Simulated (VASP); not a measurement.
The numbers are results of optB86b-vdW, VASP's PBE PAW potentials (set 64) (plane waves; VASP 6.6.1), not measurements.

The input files of a VASP run:

File KPOINTS:
```
k-points along high-symmetry lines
15
Line-mode
Reciprocal
  0.000000   0.000000   0.000000 ! GAMMA
  0.000000   0.500000   0.000000 ! X

  0.000000   0.500000   0.000000 ! X
  0.500000   0.500000   0.000000 ! M

  0.500000   0.500000   0.000000 ! M
  0.000000   0.000000   0.000000 ! GAMMA

  0.000000   0.000000   0.000000 ! GAMMA
  0.500000   0.500000   0.500000 ! R

  0.500000   0.500000   0.500000 ! R
  0.000000   0.500000   0.000000 ! X

  0.500000   0.500000   0.500000 ! R
  0.500000   0.500000   0.000000 ! M
```

### POSCAR
```
KTaO3
4.0068010
  1.0000000065   0.0000000000   0.0000000000
  0.0000000000   1.0000000065   0.0000000000
  0.0000000000   0.0000000000   1.0000000065
K Ta O
1 1 3
Direct
  0.0000000000   0.0000000000   0.0000000000
  0.5000000000   0.5000000000   0.5000000000
  0.5000000000   0.0000000000   0.5000000000
  0.0000000000   0.5000000000   0.5000000000
  0.5000000000   0.5000000000   0.0000000000
```

INCAR:
```
! general
SYSTEM   = KTaO3
PREC     = Accurate
ENCUT    = 520
LREAL    = .FALSE.
LASPH    = .TRUE.
ICHARG   = 11   ! fixed density

! electronic loop
EDIFF    = 1E-7
NELM     = 100
ALGO     = Normal   ! blocked Davidson
LMAXMIX  = 6   ! l cut-off of mixed one-centre charges

! smearing
ISMEAR   = 0   ! Gaussian
SIGMA    = 0.05

! functional
GGA      = MK
LUSE_VDW = .TRUE.
AGGAC    = 0.0
PARAM1   = 0.1234
PARAM2   = 1.0

! output
LWAVE    = .FALSE.
LCHARG   = .FALSE.
LORBIT   = 11   ! lm-projected
```

POTCAR, in this order: K_sv Ta_pv O (PBE.64 set). Program: vasp_std. Read from the step before: CHGCAR.

Output of the run:

File OUTCAR:
```
 ion  position               nearest neighbor table
   1  0.000  0.000  0.000-   3 2.83   4 2.83   5 2.83   3 2.83   4 2.83   4 2.83   5 2.83   4 2.83
                             3 2.83   5 2.83   3 2.83   5 2.83   2 3.47   2 3.47   2 3.47   2 3.47
   2  0.500  0.500  0.500-   3 2.00   4 2.00   5 2.00   5 2.00   3 2.00   4 2.00   1 3.47   1 3.47
                             1 3.47   1 3.47   1 3.47   1 3.47   1 3.47   1 3.47
   3  0.500  0.000  0.500-   2 2.00   2 2.00   1 2.83   1 2.83   1 2.83   1 2.83
   4  0.000  0.500  0.500-   2 2.00   2 2.00   1 2.83   1 2.83   1 2.83   1 2.83
   5  0.500  0.500  0.000-   2 2.00   2 2.00   1 2.83   1 2.83   1 2.83   1 2.83
  LATTYP: Found a simple cubic cell.
 ALAT       =     4.0068010260
 Subroutine PRICEL returns:
 Original cell was already a primitive cell.
 Subroutine GETGRP returns: Found 48 space group operations
The static configuration has the point symmetry O_h .
The dynamic configuration has the point symmetry O_h .
 Subroutine INISYM returns: Found 48 space group operations
   k-points           NKPTS =     90   k-points in BZ     NKDIM =     90   number of bands    NBANDS=     23
   number of dos      NEDOS =    301   number of ions     NIONS =      5
   total plane-waves  NPLWV =  27000
   dimension x,y,z NGX =    30 NGY =   30 NGZ =   30
   dimension x,y,z NGXF=    60 NGYF=   60 NGZF=   60
   ions per type =               1   1   3
   PREC   = accura    normal or accurate (medium, high low for compatibility)
   ISTART =      0    job   : 0-new  1-cont  2-samecut
   ICHARG =     11    charge: 1-file 2-atom 10-const
   ISPIN  =      1    spin polarized calculation?
   LNONCOLLINEAR =      F non collinear calculations
   LSORBIT =      F    spin-orbit coupling
   INIWAV =      1    electr: 0-lowe 1-rand  2-diag
   ENCUT  =  520.0 eV  38.22 Ry    6.18 a.u.   7.45  7.45  7.45*2*pi/ulx,y,z
   NELM   =    100;   NELMIN=  2; NELMDL= -5     # of ELM steps
   EDIFF  = 0.1E-06   stopping-criterion for ELM
   LREAL  =      F    real-space projection
   NLSPLINE    = F    spline interpolate recip. space projectors
   LMAXMIX     =    6 max onsite mixed and CHGCAR
   VOSKOWN=      0    Vosko Wilk Nusair interpolation
   EDIFFG = 0.1E-05   stopping-criterion for IOM
   NSW    =      0    number of steps for IOM
   NBLOCK =      1;   KBLOCK =      1    inner block; outer block
   IBRION =     -1    ionic relax: 0-MD 1-quasi-New 2-CG
...
```

**OSZICAR**
```
       N       E                     dE             d eps       ncg     rms          rms(c)
DAV:   1     0.332308913421E+03    0.33231E+03   -0.21843E+04  4140   0.169E+03
DAV:   2    -0.119846730641E+02   -0.34429E+03   -0.33852E+03  4988   0.445E+02
DAV:   3    -0.304013703698E+02   -0.18417E+02   -0.18233E+02  5248   0.964E+01
DAV:   4    -0.309496306461E+02   -0.54826E+00   -0.54795E+00  7212   0.147E+01
DAV:   5    -0.309545963912E+02   -0.49657E-02   -0.49653E-02  5388   0.118E+00
DAV:   6    -0.309547683074E+02   -0.17192E-03   -0.17191E-03  6287   0.145E-01
DAV:   7    -0.309547707152E+02   -0.24079E-05   -0.24078E-05  5575   0.195E-02
DAV:   8    -0.309547707557E+02   -0.40501E-07   -0.40525E-07  5337   0.244E-03
   1 F= -.30954771E+02 E0= -.30954771E+02  d E =-.303686E-12
```

OUTCAR:
```
 val. band max:        1.5740561431   @ k =   0.5000   0.5000   0.5000

 cond. band min:       3.7096423058   @ k =   0.0000   0.0000   0.0000



 k-point     1 :       0.0000    0.0000    0.0000
  band No.  band energies     occupation
      1     -32.6272      2.00000
      2     -32.6272      2.00000
      3     -32.6272      2.00000
      4     -25.6455      2.00000
      5     -15.8406      2.00000
      6     -15.1281      2.00000
      7     -15.1281      2.00000
      8      -9.2576      2.00000
      9      -9.2576      2.00000
     10      -9.2576      2.00000
     11      -0.8502      2.00000
     12      -0.8502      2.00000
     13      -0.8502      2.00000
     14       0.5325      2.00000
     15       0.5325      2.00000
     16       0.5325      2.00000
     17       0.9520      2.00000
     18       0.9520      2.00000
     19       0.9520      2.00000
     20       3.7096      0.00000
     21       3.7096      0.00000
     22       3.7096      0.00000
     23       8.1927      0.00000

 k-point     2 :       0.0000    0.0357    0.0000
  band No.  band energies     occupation
      1     -32.6282      2.00000
      2     -32.6271      2.00000
      3     -32.6271      2.00000
      4     -25.6451      2.00000
      5     -15.8361      2.00000
      6     -15.1278      2.00000
      7     -15.1222      2.00000
      8      -9.2572      2.00000
      9      -9.2572      2.00000
     10      -9.2559      2.00000
     11      -0.8794      2.00000
     12      -0.8515      2.00000
     13      -0.8515      2.00000
     14       0.5127      2.00000
     15       0.5127      2.00000
     16       0.5264      2.00000
     17       0.9078      2.00000
     18       0.9413      2.00000
     19       0.9413      2.00000
     20       3.7115      0.00000
     21       3.7533      0.00000
     22       3.7533      0.00000
     23       8.1667      0.00000

 k-point     3 :       0.0000    0.0714    0.0000
  band No.  band energies     occupation
...
```

The density is held fixed in this step, so its total energy and stress have no physical meaning. Unless said otherwise, spin-orbit coupling is left out, though it shifts the bands of the heavy elements here.

The compound is KTaO3 in the cubic perovskite structure. It was relaxed first.
